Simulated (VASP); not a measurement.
Here is the system:

```
CELL_PARAMETERS angstrom
      0.00000     2.94204     2.94204
      2.94204     0.00000     2.94204
      2.94204     2.94204     0.00000
ATOMIC_POSITIONS crystal
  Pb 0.00000 0.00000 0.00000
  F  0.25000 0.25000 0.25000
  F  0.75000 0.75000 0.75000
```

Level of theory: TPSS meta-GGA, VASP's PBE PAW potentials (set 64) (plane waves; VASP 6.6.1). Settings: 520 eV cut-off, 6×6×6 Γ-centred mesh, Gaussian smearing of 0.050 eV, potentials Pb_d F.

Energy and stress use the plane-wave basis of the starting cell.

### Question
The ions, cell shape and volume are relaxed. Predict the relaxed structure.

### Answer

```
CELL_PARAMETERS angstrom
      0.00000     2.97239     2.97239
      2.97239     0.00000     2.97239
      2.97239     2.97239     0.00000
ATOMIC_POSITIONS crystal
  Pb 0.00000 0.00000 0.00000
  F  0.25000 0.25000 0.25000
  F  0.75000 0.75000 0.75000
```
Space group Fm-3m (225), at a tolerance of 0.03 Å.

### Question
How do energy and volume change from the first to the last step?

### Answer
The energy (σ→0) changes by -4.2 meV/atom and the volume by +3.1 %, in 3 ionic steps.

```csv
step,E(σ→0) (eV),max force (eV/Å),pressure (GPa),volume (Å³)
1,-18.9745,0.000,2.60,50.93
2,-18.9860,0.000,-0.68,52.99
3,-18.9870,0.000,0.01,52.52
```

The compound is PbF2 in the fluorite structure, the β form. This run relaxes it. Symmetry was kept, so distortions that lower it aren't found.
